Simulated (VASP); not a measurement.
```
AsB
1.0
    0.00000     2.43565     2.43565
    2.43565     0.00000     2.43565
    2.43565     2.43565     0.00000
B As
1 1
Direct
  0.00000   0.00000   0.00000
  0.25000   0.25000   0.25000
```

Method: PBEsol GGA, VASP's PBE PAW potentials (set 64) (plane waves; VASP 6.6.1). Settings: 520 eV cut-off, 10×10×10 Γ-centred mesh, Gaussian smearing of 0.050 eV, potentials B As.

Problem. Give the stress tensor in GPa (positive for a compressed cell).

Solution. 
```
-7.27   0.00   0.00
 0.00  -7.27   0.00
 0.00   0.00  -7.27
```
The pressure is its mean diagonal, -7.27 GPa.

The compound is BAs in the zinc blende structure. This cell is one point of a volume scan, at 1.06 of the reference volume.
